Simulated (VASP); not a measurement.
Input for VASP

KPOINTS:
```
Automatic mesh
0
Gamma
7 7 2
0 0 0
```

POSCAR:
```
WS2
1
    1.5945482505    -2.7618385623    -0.0000000000
    1.5945482505     2.7618385623    -0.0000000000
   -0.0000000000     0.0000000000    13.8603459760
W S
2 4
Direct
  0.3333330000   0.6666670000   0.2500000000
  0.6666670000   0.3333330000   0.7500000000
  0.3333330000   0.6666670000   0.8633483013
  0.6666670000   0.3333330000   0.3633483013
  0.6666670000   0.3333330000   0.1366516987
  0.3333330000   0.6666670000   0.6366516987
```

**INCAR**
```
SYSTEM = WS2
PREC = Accurate
ENCUT = 400
EDIFF = 1E-6
NELM = 100
ALGO = Normal
LREAL = .FALSE.
LASPH = .TRUE.
ISMEAR = 0
SIGMA = 0.05
GGA = PE
LMAXMIX = 6
LWAVE = .FALSE.
LCHARG = .FALSE.
IBRION = 2
ISIF = 3
NSW = 60
EDIFFG = -0.02
```

POTCAR, in this order: W_sv S (PBE.64 set). Program: vasp_std.

Task: Translate this PBE calculation to Quantum ESPRESSO's pw.x.

Result: One equivalent input (not run):
```
&CONTROL
  calculation = 'vc-relax'
  pseudo_dir = './pseudo'
  outdir = './out'
  tprnfor = .true.
  tstress = .true.
  nstep = 60
  forc_conv_thr = 0.00078
/
&SYSTEM
  ibrav = 0
  nat = 6
  ntyp = 2
  ecutwfc = 74
  occupations = 'smearing'
  smearing = 'gaussian'
  degauss = 0.003675
  input_dft = 'pbe'
/
&ELECTRONS
  conv_thr = 7.3e-08
  electron_maxstep = 100
/
&IONS
/
&CELL
/
ATOMIC_SPECIES
  W 183.840 W.upf
  S 32.060 S.upf
CELL_PARAMETERS angstrom
     1.5945483   -2.7618386   -0.0000000
     1.5945483    2.7618386   -0.0000000
    -0.0000000    0.0000000   13.8603460
ATOMIC_POSITIONS crystal
  W    0.3333330  0.6666670  0.2500000
  W    0.6666670  0.3333330  0.7500000
  S    0.3333330  0.6666670  0.8633483
  S    0.6666670  0.3333330  0.3633483
  S    0.6666670  0.3333330  0.1366517
  S    0.3333330  0.6666670  0.6366517
K_POINTS automatic
  7 7 2 0 0 0
```
Limits of the translation: the potentials are each code's own (VASP's PAW set, PseudoDojo norm-conserving files in pw.x), so ENCUT and ecutwfc are chosen apart and not converted; conv_thr bounds pw.x's estimated SCF error, while EDIFF bounds the energy change between steps; forc_conv_thr acts on force components and is met together with etot_conv_thr.

The compound is WS2 in the 2H layered structure. It was relaxed first, which changed the volume by +15 %. The start is the result of an earlier pass.
